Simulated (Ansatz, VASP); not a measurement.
# Te2As in two plane-wave programs

One calculation is typed for both programs; each brings its own data sets. How far apart do they land? The cell is generated by rule, not measured, and may not be a known phase. The cell is taken from a series of runs on this material, whose earlier steps may have relaxed, scaled, displaced or heated it; both programs get it as it stands.

Method: plane waves, with VASP 6.6.1 beside it; zone-centre phonons at LDA, in Ansatz 0.2.0.

The structure was built from a prototype and need not be the compound's stable phase.

## (1) The starting structure

It takes space group Fm-3m (No. 225, cubic). The conventional cell has a = 6.936 Å, b = 6.936 Å, c = 6.936 Å, α = 90.00°, β = 90.00°, γ = 90.00°. As has 8 Te at 3.00 Å nearest. Nearest to Te lie 4 As at 3.00 Å. Farther neighbours and most contacts between anions are not listed.

## (2) VASP: zone-centre phonons, LDA

Second derivatives magnify differences that forces hide, and they need a tight electronic threshold.

Lines of VASP's logs that name or quote its potential files are left out, and so is its time.

File INCAR:

```
SYSTEM = Te2As
PREC = Accurate
ENCUT = 500
EDIFF = 1E-08
NELM = 120
ISMEAR = 1
SIGMA = 0.15
LREAL = .FALSE.
ALGO = Normal
GGA = PW92
NBANDS = 14
LORBIT = 11
LWAVE = .FALSE.
LCHARG = .FALSE.
ISIF = 2
IBRION = 8
LASPH = .TRUE.
GGA_COMPAT = .FALSE.
KPAR = 2
```

File POSCAR:

```
Te2As
1.0
    0.0000000000      3.4682328996      3.4682328996
    3.4682328996      0.0000000000      3.4682328996
    3.4682328996      3.4682328996      0.0000000000
As Te
1 2
Direct
    0.0000000000      0.0000000000      0.0000000000
    0.7500000000      0.7500000000      0.7500000000
    0.2500000000      0.2500000000      0.2500000000
```

File KPOINTS:

```
Automatic mesh
0
Gamma
10 10 10
0 0 0
```

The projector-augmented-wave data sets are As and Te (LDA family, release 64).

Started as:

```bash
$ mpirun -np 2 vasp_std
```

Numbers of over 12 decimals in the logs are rounded to 6 here.

Output:

```text
[banner, memory and clock lines left out]
running    2 mpi-ranks, on    1 nodes
 distrk:  each k-point on    1 cores,    2 groups
 distr:  one band on    1 cores,    1 groups

 POSCAR found type information on POSCAR AsTe
 POSCAR found :  2 types and       3 ions
|                                                                             |
|               ----> ADVICE to this user running VASP <----                  |
|                                                                             |
|     You enforced a specific xc type in the INCAR file but a different       |
|     [... a line on the potential file left out ...]
|     I HOPE YOU KNOW WHAT YOU ARE DOING!                                     |
|                                                                             |

 LDA part: xc-table for (Slater(with rela. corr.)+PW92), standard interpolation
 POSCAR, INCAR and KPOINTS ok, starting setup
 FFT: planning ... GRIDC
 FFT: planning ... GRID_SOFT
 FFT: planning ... GRID
 WAVECAR not read
 entering main loop
       N       E                     dE             d eps       ncg     rms          rms(c)
DAV:   1     0.611315710935E+02    0.61132E+02   -0.60519E+03  1316   0.936E+02
DAV:   2    -0.785080235685E+01   -0.68982E+02   -0.64711E+02  1682   0.144E+02
DAV:   3    -0.119314615348E+02   -0.40807E+01   -0.40278E+01  1574   0.374E+01
DAV:   4    -0.119974555552E+02   -0.65994E-01   -0.65940E-01  1794   0.566E+00
DAV:   5    -0.119982910370E+02   -0.83548E-03   -0.83546E-03  1670   0.570E-01    0.104E+01
DAV:   6    -0.119829713643E+02    0.15320E-01   -0.69778E-03  1610   0.460E-01    0.634E+00
DAV:   7    -0.119750400763E+02    0.79313E-02   -0.12729E-02  1504   0.620E-01    0.121E-01
DAV:   8    -0.119750545776E+02   -0.14501E-04   -0.27759E-04  1634   0.113E-01    0.116E-01
DAV:   9    -0.119750571898E+02   -0.26122E-05   -0.17171E-05  1590   0.277E-02    0.122E-01
DAV:  10    -0.119750565026E+02    0.68721E-06   -0.20413E-06  1610   0.998E-03    0.777E-03
DAV:  11    -0.119750565999E+02   -0.97282E-07   -0.21685E-07  1556   0.276E-03    0.479E-03
DAV:  12    -0.119750566204E+02   -0.20479E-07   -0.14711E-08  1382   0.765E-04    0.513E-04
DAV:  13    -0.119750566206E+02   -0.25477E-09   -0.28893E-09   868   0.312E-04
   1 F= -.11975057E+02 E0= -.11973450E+02  d E =-.481887E-02
 Linear response reoptimize wavefunctions to high precision
DAV:   1    -0.119750566206E+02    0.70827E-10   -0.88681E-10  1126   0.176E-04
 Linear response DOF=           2
 Linear response progress:
  Degree of freedom:   1/  2
       N       E                     dE             d eps       ncg     rms          rms(c)
RMM:   1    -0.460329931979E-01   -0.46033E-01    0.45789E-02  6322   0.111E+00
RMM:   2    -0.438516105171E-01    0.21814E-02   -0.25769E-03  4456   0.278E-01    0.811E-02
RMM:   3    -0.436957475384E-01    0.15586E-03   -0.75279E-05  4632   0.504E-02    0.462E-02
RMM:   4    -0.435761185659E-01    0.11963E-03   -0.17358E-05  4566   0.204E-02    0.966E-03
RMM:   5    -0.435769791698E-01   -0.86060E-06   -0.73670E-07  4731   0.565E-03    0.983E-04
RMM:   6    -0.435814718411E-01   -0.44927E-05   -0.67100E-08  4622   0.124E-03    0.343E-04
RMM:   7    -0.435814102366E-01    0.61605E-07    0.24703E-09  4809   0.305E-04    0.102E-04
RMM:   8    -0.435813111173E-01    0.99119E-07    0.11126E-08  4820   0.744E-05    0.360E-05
RMM:   9    -0.435813460774E-01   -0.34960E-07    0.11368E-08  4892   0.218E-05    0.994E-06
RMM:  10    -0.435813667650E-01   -0.20688E-07    0.13918E-08  4777   0.820E-06    0.322E-06
RMM:  11    -0.435813634538E-01    0.33112E-08    0.72227E-09  3959   0.420E-06    0.362E-07
 first order change of Fermi-energy   0.31221E-03
 force on displaced ion       1 direction 1 :  -0.582   0.000   0.000
 Linear response progress:
  Degree of freedom:   2/  2
       N       E                     dE             d eps       ncg     rms          rms(c)
RMM:   1    -0.505971228431E-01   -0.50597E-01    0.29253E-02 11047   0.112E+00
RMM:   2    -0.488740305938E-01    0.17231E-02   -0.26755E-03  7493   0.314E-01    0.586E-02
RMM:   3    -0.488768255733E-01   -0.27950E-05   -0.10961E-04  7831   0.614E-02    0.469E-02
RMM:   4    -0.488581593970E-01    0.18666E-04   -0.19780E-05  7950   0.194E-02    0.949E-03
RMM:   5    -0.488532890000E-01    0.48704E-05   -0.18734E-06  8031   0.429E-03    0.374E-03
RMM:   6    -0.488505272074E-01    0.27618E-05    0.23282E-07  8115   0.102E-03    0.733E-04
RMM:   7    -0.488496034956E-01    0.92371E-06    0.13635E-07  8106   0.372E-04    0.133E-04
RMM:   8    -0.488496447703E-01   -0.41275E-07   -0.26584E-08  8173   0.125E-04    0.487E-05
RMM:   9    -0.488495962920E-01    0.48478E-07    0.85253E-09  8356   0.283E-05    0.380E-06
RMM:  10    -0.488495996902E-01   -0.33982E-08    0.67741E-09  8326   0.988E-06    0.127E-06
 first order change of Fermi-energy  -0.11924E-04
 force on displaced ion       2 direction 1 :  -1.822  -0.000  -0.000
 Linear response finished
```

Parts of OUTCAR (step 2):

```text
ion  position               nearest neighbor table
   1  0.000  0.000  0.000-   2 3.00   2 3.00   2 3.00   2 3.00   3 3.00   3 3.00   3 3.00   3 3.00

  LATTYP: Found a face centered cubic cell.
 ALAT       =     6.9364657992

 Subroutine GETGRP returns: Found 48 space group operations
 (whereof 48 operations were pure point group operations)

The static configuration has the point symmetry O_h .

 Found     47 irreducible k-points:

   k-points           NKPTS =     47   k-points in BZ     NKDIM =     47   number of bands    NBANDS=     14

   dimension x,y,z NGX =    36 NGY =   36 NGZ =   36
   dimension x,y,z NGXF=    72 NGYF=   72 NGZF=   72

   ENCUT  =  500.0 eV  36.75 Ry    6.06 a.u.   8.94  8.94  8.94*2*pi/ulx,y,z

   NELECT =      17.0000    total number of electrons

 k-points in reciprocal lattice and weights: Automatic mesh
   0.00000000  0.00000000  0.00000000       0.001
   0.10000000  0.00000000  0.00000000       0.008
   0.20000000  0.00000000  0.00000000       0.008
   0.30000000  0.00000000  0.00000000       0.008
   0.40000000  0.00000000  0.00000000       0.008
   0.50000000  0.00000000  0.00000000       0.004
   0.10000000  0.10000000  0.00000000       0.006
   0.20000000  0.10000000  0.00000000       0.024
   0.30000000  0.10000000  0.00000000       0.024
[...]
-0.30000000  0.40000000  0.20000000       0.024
  -0.30000000  0.50000000  0.20000000       0.012

 average (electrostatic) potential at core
       1 -52.4664       2 -89.1038       3 -89.1038

  Total        0.0356486      0.0356486      0.0356486      0.0000000     -0.0000000      0.0000000
  in kB        0.6845390      0.6845390      0.6845390      0.0000000     -0.0000000      0.0000000
  external PRESSURE =       0.6845390 kB  Pullay stress =       0.0000000 kB

  energy-cutoff  :      500.00
  volume of cell :       83.44
      direct lattice vectors                 reciprocal lattice vectors
     0.000000000  3.468232900  3.468232900    -0.144165635  0.144165635  0.144165635
     3.468232900  0.000000000  3.468232900     0.144165635 -0.144165635  0.144165635
     3.468232900  3.468232900  0.000000000     0.144165635  0.144165635 -0.144165635

 POSITION                                       TOTAL-FORCE (eV/Angst)
 -----------------------------------------------------------------------------------
      0.00000      0.00000      0.00000         0.000000      0.000000     -0.000000
      5.20235      5.20235      5.20235        -0.000000      0.000000     -0.000000
      1.73412      1.73412      1.73412         0.000000     -0.000000      0.000000
 -----------------------------------------------------------------------------------
    total drift:                                0.000000      0.000000      0.000000

 Eigenvectors and eigenvalues of the dynamical matrix
 ----------------------------------------------------

   1 f  =    2.531308 THz    15.904678 2PiTHz   84.435350 cm-1    10.468644 meV
             X         Y         Z           dx          dy          dz
      0.000000  0.000000  0.000000    -0.000000    0.000000   -0.000000
      5.202349  5.202349  5.202349    -0.511546   -0.488181   -0.000000
      1.734116  1.734116  1.734116     0.511546    0.488181    0.000000

   2 f  =    2.531308 THz    15.904678 2PiTHz   84.435350 cm-1    10.468644 meV
             X         Y         Z           dx          dy          dz
      0.000000  0.000000  0.000000     0.000000    0.000000    0.000000
      5.202349  5.202349  5.202349     0.488181   -0.511546   -0.000000
      1.734116  1.734116  1.734116    -0.488181    0.511546   -0.000000

   3 f  =    2.531308 THz    15.904678 2PiTHz   84.435350 cm-1    10.468644 meV
             X         Y         Z           dx          dy          dz
      0.000000  0.000000  0.000000     0.000000    0.000000    0.000000
      5.202349  5.202349  5.202349     0.000000    0.000000   -0.707107
      1.734116  1.734116  1.734116    -0.000000   -0.000000    0.707107

   4 f  =    1.572651 THz     9.881258 2PiTHz   52.457991 cm-1     6.503959 meV
             X         Y         Z           dx          dy          dz
      0.000000  0.000000  0.000000    -0.050821   -0.064947    0.872626
      5.202349  5.202349  5.202349     0.019736    0.025221   -0.338874
      1.734116  1.734116  1.734116     0.019736    0.025221   -0.338874

   5 f  =    1.572651 THz     9.881258 2PiTHz   52.457991 cm-1     6.503959 meV
             X         Y         Z           dx          dy          dz
      0.000000  0.000000  0.000000    -0.005549   -0.874055   -0.065377
      5.202349  5.202349  5.202349     0.002155    0.339429    0.025388
      1.734116  1.734116  1.734116     0.002155    0.339429    0.025388

   6 f  =    1.572651 THz     9.881258 2PiTHz   52.457991 cm-1     6.503959 meV
             X         Y         Z           dx          dy          dz
      0.000000  0.000000  0.000000    -0.875022    0.009315   -0.050267
      5.202349  5.202349  5.202349     0.339805   -0.003617    0.019521
      1.734116  1.734116  1.734116     0.339805   -0.003617    0.019521

   7 f/i=    0.008922 THz     0.056061 2PiTHz    0.297619 cm-1     0.036900 meV
             X         Y         Z           dx          dy          dz
      0.000000  0.000000  0.000000    -0.288975    0.161291    0.349573
      5.202349  5.202349  5.202349    -0.372066    0.207669    0.450088
      1.734116  1.734116  1.734116    -0.372066    0.207669    0.450088

   8 f/i=    0.008922 THz     0.056061 2PiTHz    0.297619 cm-1     0.036900 meV
             X         Y         Z           dx          dy          dz
      0.000000  0.000000  0.000000    -0.326699    0.128505   -0.329358
      5.202349  5.202349  5.202349    -0.420637    0.165455   -0.424061
      1.734116  1.734116  1.734116    -0.420637    0.165455   -0.424061

   9 f/i=    0.008922 THz     0.056061 2PiTHz    0.297619 cm-1     0.036900 meV
             X         Y         Z           dx          dy          dz
      0.000000  0.000000  0.000000     0.203676    0.434965   -0.032322
      5.202349  5.202349  5.202349     0.262240    0.560033   -0.041616
      1.734116  1.734116  1.734116     0.262240    0.560033   -0.041616

 ELASTIC MODULI CONTR FROM IONIC RELAXATION (kBar)
 Direction    XX          YY          ZZ          XY          YZ          ZX
 --------------------------------------------------------------------------------
 XX          -0.0000      0.0000      0.0000      0.0000     -0.0000      0.0000
 YY           0.0000     -0.0000      0.0000      0.0000      0.0000     -0.0000
 ZZ           0.0000      0.0000     -0.0000     -0.0000      0.0000      0.0000
 XY           0.0000      0.0000     -0.0000   -125.1426      0.0000      0.0000
 YZ          -0.0000      0.0000      0.0000      0.0000   -125.1426      0.0000
 ZX           0.0000     -0.0000      0.0000      0.0000      0.0000   -125.1426
 --------------------------------------------------------------------------------
```

[end of part 1 of 2]

[Lines on the potential files, build, host, timing and source positions are cut from VASP's logs without a mark.]

[Logs are printed without paths, hosts, clocks, repeated set-up lines and the standing remarks that a program may print on its own settings, such as how far it seeks lower states.]

[Hosts, paths, dates, database ids (printed as entryN), source tags and the programs' standing remarks are cut or masked in the printed files.]
